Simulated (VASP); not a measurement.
```
CELL_PARAMETERS angstrom
      0.00000     3.05840     3.05840
      3.05840     0.00000     3.05840
      3.05840     3.05840     0.00000
ATOMIC_POSITIONS crystal
  Cd 0.00000 0.00000 0.00000
  Se 0.25000 0.25000 0.25000
```

Calculation: AM05 GGA, VASP's PBE PAW potentials (set 64) (plane waves; VASP). Run with 520 eV cut-off, Gaussian smearing of 0.050 eV, potentials Cd Se.

Problem. Give the energies of bands 7 to 11 at the high-symmetry points, in eV from the valence-band maximum.

Solution. 
```json
[
 {"band": "7", "Γ": "0.00", "X": "-4.03", "U": "-3.97", "L": "-4.31", "W": "-3.94"},
 {"band": "8", "Γ": "0.00", "X": "-1.80", "U": "-2.45", "L": "-0.73", "W": "-2.17"},
 {"band": "9", "Γ": "0.00", "X": "-1.80", "U": "-1.48", "L": "-0.73", "W": "-2.15"},
 {"band": "10", "Γ": "0.56", "X": "3.19", "U": "3.71", "L": "2.35", "W": "4.93"},
 {"band": "11", "Γ": "5.90", "X": "3.72", "U": "5.12", "L": "6.42", "W": "5.25"}
]
```

The gap is direct, 0.55 eV, from the valence maximum at Γ to the conduction minimum at Γ.

The compound is CdSe in the zinc blende structure, whereas wurtzite is the usual form. It was relaxed first.
